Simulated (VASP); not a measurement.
C:

```
CELL_PARAMETERS angstrom
2.46100 0.00000 0.00000
-1.23050 2.13129 0.00000
0.00000 0.00000 6.17136
ATOMIC_POSITIONS crystal
C 0.00000 0.00000 0.25000
C 0.33333 0.66667 0.25000
C 0.00000 0.00000 0.75000
C 0.66667 0.33333 0.75000
```

The cell was built by a generator and needn't be a form met in nature.

Base run:

- Program: VASP 6.6.1
- Functional: PBEsol
- Potentials or basis: VASP PAW PBE potentials, release 64 (C)
- Cutoff: 520 eV
- k mesh: 16 × 16 × 4
- Occupations: fermi-dirac, width 0.05 eV
- Spin: no spin polarisation

Its results: band gap on the k mesh 0.26 eV, direct; pressure 1.5 GPa.

Q: The run is repeated on the same cell with these changes: functional from PBEsol to PBE. What comes out?

A: Band gap on the k mesh 0.28 eV, direct; pressure 4.9 GPa.

PBE binds less tightly than PBEsol, so the same cell stands under more pressure.

Caveats: this functional lacks dispersion, which binds the layers, so the pressure and a relaxed spacing across them are unreliable; the PAW data sets were made with another functional, which shifts forces and pressure a little (some runs).

A k mesh can miss the band edges.
